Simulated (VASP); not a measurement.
Consider the following.

```xyz
3
Lattice="0.0000 3.4983 3.4983 3.4983 0.0000 3.4983 3.4983 3.4983 0.0000" Properties=species:S:1:pos:R:3 pbc="T T T"
Sr     3.4983     6.9966     3.4983
Cl     1.7491     1.7491     1.7491
Cl     5.2474     5.2474     5.2474
```

Computed with PBE GGA with D3 dispersion (zero damping), VASP's PBE PAW potentials (set 64) (plane waves; VASP). Settings: 520 eV cut-off, 6×6×6 Γ-centred mesh, Gaussian smearing of 0.050 eV, potentials Sr_sv Cl.

**Question.** Give the energy at these volumes per atom, relative to the lowest: 26.78, 27.64, 28.49, 29.35, 30.20 Å³.

**Answer.** 13.9, 3.5, 0.0, 2.5, 9.9 meV/atom. A third-order Birch-Murnaghan fit gives B0 = 36.6 GPa and B0′ = 4.4.

Measured: a 6.974 Å (computed value off by +0.3 %), as given by Kanchana et al., Calculated structural, elastic and electronic properties of SrCl2 (2010). The calculation is for a static lattice, while the measured a holds thermal and zero-point effects, which are part of the difference.

The compound is SrCl2 in the fluorite structure. It was relaxed first.
